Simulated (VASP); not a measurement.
# KZr2 (Fm-3m) in VASP: notebook

One crystal, KZr2, is run at these levels: PBE; tasks: relaxation of cell and atoms.

Everything below comes from runs of VASP 6.6.1. Logs are shortened: lines on timing, memory, paths and dates and some standing lists are left out, and cuts for length are marked.

## (1) The crystal as given

The structure is cubic, space group Fm-3m (No. 225). The conventional cell has a = 7.158 Å, b = 7.158 Å, c = 7.158 Å, α = 90.00°, β = 90.00°, γ = 90.00°. K (site symmetry m-3m) is surrounded by 8 Zr at 3.10 Å. Zr (site symmetry -43m) has 4 K at 3.10 Å as nearest neighbours.

The cell was built by a generator and needn't be a form met in nature.

## (2) Relaxation of cell and atoms, PBE

The input, INCAR:

```
  ALGO = Normal
  EDIFF = 1E-6
  EDIFFG = -0.01
  ENCUT = 600
  GGA = PE
  IBRION = 2
  ISIF = 3
  ISMEAR = -1
  LASPH = True
  LCHARG = False
  LREAL = False
  LWAVE = False
  NELM = 100
  NSW = 60
  PREC = Accurate
  SIGMA = 0.05
```

The input, KPOINTS:

```
k-points
0
Gamma
  5 5 5
```

The input, POSCAR:

```
KZr2
1.0
    0.0000000000      3.5791200000      3.5791200000
    3.5791200000      0.0000000000      3.5791200000
    3.5791200000      3.5791200000      0.0000000000
K Zr
1 2
Direct
    0.0000000000      0.0000000000      0.0000000000
    0.2500000000      0.2500000000      0.2500000000
    0.7500000000      0.7500000000      0.7500000000
```

Potentials or basis: VASP PAW PBE potentials, release 64 (K_sv, Zr_sv).

Command:

```bash
cat potpaw_PBE.64/K_sv/POTCAR potpaw_PBE.64/Zr_sv/POTCAR > POTCAR
mpirun -np 1 vasp_std > vasp.out
```

OUTCAR:

```text
EDIFF = 1E-6
   EDIFFG = -0.01
   ENCUT = 600
   GGA = PE
   IBRION = 2
   ISIF = 3
   ISMEAR = -1
   LASPH = True
   LREAL = False
   NELM = 100
   NSW = 60
   PREC = Accurate

 ion  position               nearest neighbor table
   1  0.000  0.000  0.000-   2 3.10   3 3.10   3 3.10   3 3.10   3 3.10   2 3.10   2 3.10   2 3.10

   2  0.250  0.250  0.250-   1 3.10   1 3.10   1 3.10   1 3.10   3 3.58   3 3.58   3 3.58   3 3.58
                             3 3.58   3 3.58
   3  0.750  0.750  0.750-   1 3.10   1 3.10   1 3.10   1 3.10   2 3.58   2 3.58   2 3.58   2 3.58
                             2 3.58   2 3.58

  LATTYP: Found a face centered cubic cell.
 ALAT       =     7.1582400000

  Lattice vectors:

 A1 = (   0.0000000000,   3.5791200000,   3.5791200000)
 A2 = (   3.5791200000,   0.0000000000,   3.5791200000)
 A3 = (   3.5791200000,   3.5791200000,   0.0000000000)

Analysis of symmetry for initial positions (statically):
=====================================================================
 Subroutine PRICEL returns:
 Original cell was already a primitive cell.

 Routine SETGRP: Setting up the symmetry group for a
 face centered cubic supercell.

 Subroutine GETGRP returns: Found 48 space group operations
 (whereof 48 operations were pure point group operations)
 out of a pool of 48 trial point group operations.

The static configuration has the point symmetry O_h .

Analysis of symmetry for dynamics (positions and initial velocities):
=====================================================================
 Subroutine PRICEL returns:
 Original cell was already a primitive cell.

 Routine SETGRP: Setting up the symmetry group for a
 face centered cubic supercell.

 Subroutine GETGRP returns: Found 48 space group operations
 (whereof 48 operations were pure point group operations)
 out of a pool of 48 trial point group operations.

The dynamic configuration has the point symmetry O_h .

 Subroutine INISYM returns: Found 48 space group operations
 (whereof 48 operations are pure point group operations),
 and found     1 'primitive' translations

----------------------------------------------------------------------------------------

                                     Primitive cell

  volume of cell :      91.6978

  direct lattice vectors                    reciprocal lattice vectors
     0.000000000  3.579120000  3.579120000    -0.139699144  0.139699144  0.139699144
     3.579120000  0.000000000  3.579120000     0.139699144 -0.139699144  0.139699144
     3.579120000  3.579120000  0.000000000     0.139699144  0.139699144 -0.139699144

  length of vectors
     5.061640045  5.061640045  5.061640045     0.241966015  0.241966015  0.241966015

  position of ions in fractional coordinates (direct lattice)
     0.000000000  0.000000000  0.000000000
     0.250000000  0.250000000  0.250000000
     0.750000000  0.750000000  0.750000000

  ion indices of the primitive-cell ions
   primitive index   ion index
                 1           1
                 2           2
                 3           3

----------------------------------------------------------------------------------------

 KPOINTS: k-points

Automatic generation of k-mesh.
 Grid dimensions read from file:
 generate k-points for:    5    5    5

 Generating k-lattice:

  Cartesian coordinates                     Fractional coordinates (reciprocal lattice)
    -0.027939829  0.027939829  0.027939829     0.200000000  0.000000000  0.000000000
     0.027939829 -0.027939829  0.027939829     0.000000000  0.200000000  0.000000000
     0.027939829  0.027939829 -0.027939829     0.000000000  0.000000000  0.200000000

  Length of vectors
     0.048393203  0.048393203  0.048393203

  Shift w.r.t. Gamma in fractional coordinates (k-lattice)
     0.000000000  0.000000000  0.000000000

 Subroutine IBZKPT returns following result:
 ===========================================

 Found     10 irreducible k-points:

 Following reciprocal coordinates:
            Coordinates               Weight
  0.000000  0.000000  0.000000      1.000000
  0.200000  0.000000  0.000000      8.000000
  0.400000  0.000000  0.000000      8.000000
  0.200000  0.200000  0.000000      6.000000
  0.400000  0.200000  0.000000     24.000000
 -0.400000  0.200000  0.000000     24.000000
 -0.200000  0.200000  0.000000     12.000000
  0.400000  0.400000  0.000000      6.000000
 -0.400000  0.400000  0.000000     12.000000
 -0.400000  0.400000  0.200000     24.000000
   k-points           NKPTS =     10   k-points in BZ     NKDIM =     10   number of bands    NBANDS=     20
   number of dos      NEDOS =    301   number of ions     NIONS =      3
   total plane-waves  NPLWV =  64000
   dimension x,y,z NGX =    40 NGY =   40 NGZ =   40
   dimension x,y,z NGXF=    80 NGYF=   80 NGZF=   80
   ions per type =               1   2
   NGX,Y,Z   is equivalent  to a cutoff of  13.14, 13.14, 13.14 a.u.
   NGXF,Y,Z  is equivalent  to a cutoff of  26.28, 26.28, 26.28 a.u.
 SYSTEM =  unknown system
   PREC   = accura    normal or accurate (medium, high low for compatibility)
   ISTART =      0    job   : 0-new  1-cont  2-samecut
   ICHARG =      2    charge: 1-file 2-atom 10-const
   ISPIN  =      1    spin polarized calculation?
   LNONCOLLINEAR =      F non collinear calculations
   LSORBIT =      F    spin-orbit coupling
   LASPH  =      T    aspherical Exc in radial PAW
   ENCUT  =  600.0 eV  44.10 Ry    6.64 a.u.  10.11 10.11 10.11*2*pi/ulx,y,z
   NELM   =    100;   NELMIN=  2; NELMDL= -5     # of ELM steps
   EDIFF  = 0.1E-05   stopping-criterion for ELM
   LREAL  =      F    real-space projection
   EDIFFG = -.1E-01   stopping-criterion for IOM
   NSW    =     60    number of steps for IOM
   IBRION =      2    ionic relax: 0-MD 1-quasi-New 2-CG
   NFREE  =      1    steps in history (QN), initial steepest desc. (CG)
   ISIF   =      3    stress and relaxation
   ISYM   =      2    0-nonsym 1-usesym 2-fastsym
   POTIM  = 0.5000    time-step for ionic-motion
   TEBEG  =    0.0;   TEEND  =   0.0 temperature during run
   PSTRESS=    0.0 pullay stress
   NELECT =      33.0000    total number of electrons
   NUPDOWN=      -1.0000    fix difference up-down
   EMIN   =  10.00;   EMAX   =-10.00  energy-range for DOS
   EFERMI =   0.00;   METHOD = LEGACY
   ISMEAR =    -1;   SIGMA  =   0.05  broadening in eV -4-tet -1-fermi 0-gaus
   EFERMI_NEDOS =   21; number of points for ismear=-14 and -15
   IALGO  =     38    algorithm
   IMIX   =      4    mixing-type and parameters
     AMIX     =   0.40;   BMIX     =  1.00
     AMIX_MAG =   1.60;   BMIX_MAG =  1.00
  volume/ion in A,a.u.               =      30.57       206.27
  Fermi-wavevector in a.u.,A,eV,Ry     =   1.164465  2.200520 18.449220  1.355979
  Thomas-Fermi vector in A             =   2.301003
   LORBIT       =      0    0 simple, 1 ext, 2 COOP (PROOUT), +10 PAW based schemes
   GGA     = PE    functional components
   LHFCALC =     F    Hartree Fock is set to
   AEXX    =    0.0000 exact exchange contribution
   IVDW    =     0    specifies the selected vdW correction
   LEPSILON=     F    determine dielectric tensor
   LRPA    =     F    only Hartree local field effects (RPA)
 conjugate gradient relaxation of ions
 non-spin polarized calculation
  energy-cutoff  :      600.00
  volume of cell :       91.70
 maximum number of plane-waves:      3119
   NGX = 21   NGY = 21   NGZ = 21

 number of electron      33.0000000 magnetization

 Free energy of the ion-electron system (eV)
  ---------------------------------------------------
  ext. energy  EPLUGINS =         0.00000000
  ---------------------------------------------------
  free energy    TOTEN  =       -11.97122937 eV

  energy without entropy =      -11.91852396  energy(sigma->0) =      -11.94487666

 E-fermi :   4.6143     XC(G=0):  -9.3250

 val. band max:        4.5544494036   @ k =  -0.4000   0.2000   0.0000
 cond. band min:       4.6437799946   @ k =   0.2000   0.0000   0.0000
 fundamental gap:      0.0893305911
 Fermi energy:         4.6142643286

 k-point     1 :       0.0000    0.0000    0.0000
  band No.  band energies     occupation
      1     -44.8481      2.00000
      2     -44.8142      2.00000
      3     -26.1689      2.00000
      4     -22.8997      2.00000
      5     -22.8997      2.00000
      6     -22.8997      2.00000
[... 12 lines left out ...]
     19       6.6034      0.00000
     20       6.6034      0.00000

 k-point     2 :       0.2000    0.0000    0.0000
  band No.  band energies     occupation
      1     -44.8448      2.00000
      2     -44.8174      2.00000
      3     -26.1741      2.00000
      4     -22.8891      2.00000
      5     -22.8877      2.00000
      6     -22.8876      2.00000
[... 12 lines left out ...]
     19       6.2446      0.00000
     20       6.2462      0.00000

 k-point     3 :       0.4000    0.0000    0.0000
  band No.  band energies     occupation
      1     -44.8362      2.00000
      2     -44.8257      2.00000
      3     -26.1824      2.00000
      4     -22.8554      2.00000
      5     -22.8554      2.00000
      6     -22.8539      2.00000
[... 12 lines left out ...]
     19       5.3292      0.00000
     20       5.4151      0.00000

 k-point     4 :       0.2000    0.2000    0.0000
  band No.  band energies     occupation
      1     -44.8441      2.00000
      2     -44.8180      2.00000
      3     -26.1758      2.00000
      4     -22.9078      2.00000
      5     -22.9078      2.00000
      6     -22.8431      2.00000
[... 107 lines left out ...]
 k-point     9 :      -0.4000    0.4000    0.0000
  band No.  band energies     occupation
      1     -44.8344      2.00000
      2     -44.8274      2.00000
      3     -26.1891      2.00000
      4     -22.9195      2.00000
      5     -22.9083      2.00000
      6     -22.8928      2.00000
[... 12 lines left out ...]
     19       5.6832      0.00000
     20       5.7467      0.00000

 k-point    10 :      -0.4000    0.4000    0.2000
  band No.  band energies     occupation
      1     -44.8337      2.00000
      2     -44.8281      2.00000
      3     -26.1879      2.00000
      4     -22.9248      2.00000
      5     -22.8903      2.00000
      6     -22.8617      2.00000
[... 12 lines left out ...]
     19       5.4270      0.00000
     20       5.7652      0.00000

------------------------ aborting loop because EDIFF is reached ----------------------------------------

  FORCE on cell =-STRESS in cart. coord.  units (eV):
  Direction    XX          YY          ZZ          XY          YZ          ZX
  --------------------------------------------------------------------------------------
  -------------------------------------------------------------------------------------
  Total        0.0107055      0.0107055      0.0107055      0.0000000     -0.0000000     -0.0000000
  in kB        0.1870500      0.1870500      0.1870500      0.0000000     -0.0000000     -0.0000000
  external PRESSURE =       0.1870500 kB  Pullay stress =       0.0000000 kB

 VOLUME and BASIS-vectors are now :
 -----------------------------------------------------------------------------
  energy-cutoff  :      600.00
  volume of cell :       91.70
      direct lattice vectors                 reciprocal lattice vectors
     0.000000000  3.579120000  3.579120000    -0.139699144  0.139699144  0.139699144
     3.579120000  0.000000000  3.579120000     0.139699144 -0.139699144  0.139699144
     3.579120000  3.579120000  0.000000000     0.139699144  0.139699144 -0.139699144

 POSITION                                       TOTAL-FORCE (eV/Angst)
 -----------------------------------------------------------------------------------
      0.00000      0.00000      0.00000        -0.000000     -0.000000      0.000000
      1.78956      1.78956      1.78956         0.000000      0.000000      0.000000
      5.36868      5.36868      5.36868         0.000000      0.000000     -0.000000
 -----------------------------------------------------------------------------------
    total drift:                               -0.000000     -0.000000      0.000000

  FREE ENERGIE OF THE ION-ELECTRON SYSTEM (eV)
  ---------------------------------------------------
  free  energy   TOTEN  =       -11.9712293683 eV

  energy  without entropy=      -11.9185239614  energy(sigma->0) =      -11.94487666

 reached required accuracy - stopping structural energy minimisation
```

Run time: 20 s. Hardware: 1 thread of Intel Xeon Platinum 8559C (Emerald Rapids), shared host; peak memory 0.24 GiB.

Results:

```yaml
Free_energy: -11.9712 eV
Pressure_after_relaxing: 0.0 GPa
Band_gap_on_the_k_mesh: none (metal or under the smearing width)
```

Final structure:
```
K Zr
1.0
     0.00000    3.57912    3.57912
     3.57912    0.00000    3.57912
     3.57912    3.57912    0.00000
K Zr
1 2
Cartesian
  0.0000 0.0000 0.0000
  1.7896 1.7896 1.7896
  5.3687 5.3687 5.3687
```

Levels at points of the mesh, in eV from the Fermi level:
```
           k point  band 12  band 13  band 14  band 15  band 16  band 17  band 18  band 19  band 20
(0.00, 0.00, 0.00)   -14.47    -3.94    -1.25    -1.25    -0.16    -0.16    -0.16     1.99     1.99
```

Caveat: the relaxation stopped at its first step, so nothing moved.

## (3) Relaxation of cell and atoms, PBE, spin-orbit coupling, no magnetisation

INCAR: that of step 2 with these lines changed.

```diff
@@ -5,2 +5,3 @@
   GGA = PE
+  GGA_COMPAT = False
   IBRION = 2
@@ -10,4 +11,9 @@
   LCHARG = False
+  LMAXMIX = 4
+  LNONCOLLINEAR = True
+  LORBIT = 11
   LREAL = False
+  LSORBIT = True
   LWAVE = False
+  MAGMOM = 0 0 0 0 0 0 0 0 0
   NELM = 100
```

KPOINTS is that of step 2.

POSCAR is that of step 2.

Potentials or basis: VASP PAW PBE potentials, release 64 (K_sv, Zr_sv).

Command:

```bash
cat potpaw_PBE.64/K_sv/POTCAR potpaw_PBE.64/Zr_sv/POTCAR > POTCAR
mpirun -np 1 vasp_ncl > vasp.out
```

OUTCAR:

```text
EDIFF = 1E-6
   EDIFFG = -0.01
   ENCUT = 600
   GGA = PE
   IBRION = 2
   ISIF = 3
   ISMEAR = -1
   LASPH = True
   LNONCOLLINEAR = True
   LORBIT = 11
   LREAL = False
   LSORBIT = True
   NELM = 100
   NSW = 60
   PREC = Accurate

 ion  position               nearest neighbor table
   1  0.000  0.000  0.000-   2 3.10   3 3.10   3 3.10   3 3.10   3 3.10   2 3.10   2 3.10   2 3.10

   2  0.250  0.250  0.250-   1 3.10   1 3.10   1 3.10   1 3.10   3 3.58   3 3.58   3 3.58   3 3.58
                             3 3.58   3 3.58
   3  0.750  0.750  0.750-   1 3.10   1 3.10   1 3.10   1 3.10   2 3.58   2 3.58   2 3.58   2 3.58
                             2 3.58   2 3.58

  LATTYP: Found a face centered cubic cell.
 ALAT       =     7.1582400000

  Lattice vectors:

 A1 = (   0.0000000000,   3.5791200000,   3.5791200000)
 A2 = (   3.5791200000,   0.0000000000,   3.5791200000)
[... 712 lines left out ...]
     0.0000000     0.0000000     0.0000000     0.0000000     0.0000000     0.0000000     0.0000000
     0.0000000     0.0000000     0.0000000     0.0000000     0.0000000     0.0000000     0.0000000
     0.0000000     0.0000000     0.0000000     0.0000000     0.0000000     0.0000000     0.0000000
     0.0000000     0.0000000     0.0000000     0.0000000     0.0000000     0.0000000     0.0000000

 total charge

# of ion       s       p       d       tot
------------------------------------------
    1        2.037   5.519   0.149   7.705
    2        2.221   5.909   1.582   9.712
    3        2.221   5.909   1.582   9.712
--------------------------------------------------
tot          6.479  17.338   3.313  27.129

 magnetization (x)

# of ion       s       p       d       tot
------------------------------------------
    1        0.000   0.000   0.000   0.000
    2       -0.000   0.000  -0.000  -0.000
    3       -0.000   0.000  -0.000  -0.000
--------------------------------------------------
tot         -0.000   0.000  -0.000  -0.000

 magnetization (y)

# of ion       s       p       d       tot
------------------------------------------
    1        0.000  -0.000   0.000  -0.000
    2        0.000   0.000   0.000   0.000
    3        0.000   0.000   0.000   0.000
--------------------------------------------------
tot          0.000   0.000   0.000   0.000

 magnetization (z)

# of ion       s       p       d       tot
------------------------------------------
    1       -0.000   0.000  -0.000  -0.000
    2        0.000   0.000   0.000   0.000
    3        0.000   0.000   0.000   0.000
--------------------------------------------------
tot         -0.000   0.000  -0.000   0.000
```

Run time: 96 s. Hardware: 1 thread of Intel Xeon Platinum 8559C (Emerald Rapids), shared host; peak memory 0.5 GiB.

What came out:

| Item | Value |
| --- | --- |
| Free energy | -12.1218 eV |
| Pressure after relaxing | 0.0 GPa |
| Valence electrons inside the program's atomic spheres | K 7.71; Zr 9.71 |

Final structure:
```
K Zr
1.0
     0.00000    3.57912    3.57912
     3.57912    0.00000    3.57912
     3.57912    3.57912    0.00000
K Zr
1 2
Direct
  0.00000 0.00000 0.00000
  0.25000 0.25000 0.25000
  0.75000 0.75000 0.75000
```

Caveat: the relaxation stopped at its first step, so nothing moved.
